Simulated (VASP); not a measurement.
Output of a VASP run:

File OSZICAR:
```
       N       E                     dE             d eps       ncg     rms          rms(c)
DAV:   1     0.330230941857E+03    0.33023E+03   -0.12928E+04    44   0.115E+03
DAV:   2     0.286673309902E+02   -0.30156E+03   -0.29761E+03    44   0.403E+02
DAV:   3    -0.125690547466E+02   -0.41236E+02   -0.40354E+02    88   0.124E+02
DAV:   4    -0.156622193810E+02   -0.30932E+01   -0.30623E+01    50   0.313E+01
DAV:   5    -0.159496371086E+02   -0.28742E+00   -0.28045E+00    72   0.831E+00    0.133E+01
DAV:   6    -0.172241892074E+02   -0.12746E+01   -0.33930E+01    58   0.341E+01    0.118E+01
DAV:   7    -0.143668967453E+02    0.28573E+01   -0.19024E+01    58   0.259E+01    0.539E+00
DAV:   8    -0.144075762592E+02   -0.40680E-01   -0.74430E-01    66   0.309E+00    0.298E+00
DAV:   9    -0.143637910052E+02    0.43785E-01   -0.14977E+00    52   0.377E+00    0.155E+00
DAV:  10    -0.143465944476E+02    0.17197E-01   -0.16227E-02    56   0.793E-01    0.104E+00
DAV:  11    -0.143369517122E+02    0.96427E-02   -0.14471E-02    64   0.572E-01    0.399E-01
DAV:  12    -0.143361314502E+02    0.82026E-03   -0.47081E-03    58   0.202E-01    0.873E-02
DAV:  13    -0.143361510256E+02   -0.19575E-04   -0.12199E-04    48   0.528E-02    0.651E-02
DAV:  14    -0.143361455470E+02    0.54786E-05   -0.15058E-05    36   0.247E-02    0.229E-02
DAV:  15    -0.143361462551E+02   -0.70805E-06   -0.16106E-06    40   0.104E-02
   1 F= -.14336146E+02 E0= -.14012643E+02  d E =-.647006E+00
```

### OUTCAR
```
------------------------ aborting loop because EDIFF is reached ----------------------------------------
  FORCE on cell =-STRESS in cart. coord.  units (eV):
  Direction    XX          YY          ZZ          XY          YZ          ZX
  --------------------------------------------------------------------------------------
  Total       14.6857060     14.6857016     -7.9148356      0.0000000      0.0000000      0.0000000
  in kB      276.6832342    276.6831526   -149.1179470      0.0000000      0.0000000      0.0000000
  external PRESSURE =     134.7494799 kB  Pullay stress =       0.0000000 kB
  volume of cell :       85.04
      direct lattice vectors                 reciprocal lattice vectors
     3.913268000  0.000000000  0.000000000     0.255540893  0.147536625  0.000000000
    -1.956634000  3.388989000  0.000000000     0.000000000  0.295073250  0.000000000
     0.000000000  0.000000000  6.412285000     0.000000000  0.000000000  0.155950648
 POSITION                                       TOTAL-FORCE (eV/Angst)
 -----------------------------------------------------------------------------------
      0.00000      0.00000      0.00000         0.000000      0.000000     -0.000000
      0.00000      0.00000      3.20614         0.000000      0.000000     -0.000000
     -0.00000      2.25933      1.60307         0.000000      0.000000      0.000000
      1.95664      1.12966      4.80921        -0.000000     -0.000000      0.000000
 -----------------------------------------------------------------------------------
    total drift:                                0.000000     -0.000000      0.000000
  FREE ENERGIE OF THE ION-ELECTRON SYSTEM (eV)
  ---------------------------------------------------
  free  energy   TOTEN  =       -14.3361462551 eV

  energy  without entropy=      -13.6891400496  energy(sigma->0) =      -14.01264315
```
(Selected blocks of OUTCAR.)

File POSCAR:
```
TiTe
1
    3.9132680000     0.0000000000     0.0000000000
   -1.9566340000     3.3889890000     0.0000000000
    0.0000000000     0.0000000000     6.4122850000
Te Ti
2 2
Direct
  0.0000000000   0.0000000000   0.0000000000
  0.0000000000   0.0000000000   0.5000000000
  0.3333330000   0.6666670000   0.2500000000
  0.6666670000   0.3333330000   0.7500000000
```

**Question.** Write an INCAR and KPOINTS that could have produced this output.

**Answer.** One answer among several that fit: the input of the run itself, LDA (Ceperley-Alder, Perdew-Zunger), plane waves, VASP's LDA PAW potentials (set 64).

INCAR:
```
SYSTEM = TiTe
PREC = Accurate
ENCUT = 300
EDIFF = 1E-6
NELM = 100
ALGO = Normal
LREAL = .FALSE.
LASPH = .TRUE.
ISMEAR = -1
SIGMA = 0.1
LMAXMIX = 4
LWAVE = .FALSE.
LCHARG = .FALSE.
ISIF = 2
```

### KPOINTS
```
Automatic
0
Gamma
1 1 1
0 0 0
```

POTCAR, in this order: Te Ti_sv (LDA.64 set). Program: vasp_std.

At this cut-off the stress carries a Pulay error, which pulls relaxed volumes low.

The structure comes from a measured TiTe entry of the Crystallography Open Database, whose conditions weren't checked. The cell was not relaxed at this level. The k-mesh is coarse (spacing up to 1.85 per Å, 2π included), so the numbers may not be converged in it. The run is one of a series of settings (KPOINTS 1×1×1 Γ-centred mesh against the base run), some of them coarse on purpose.
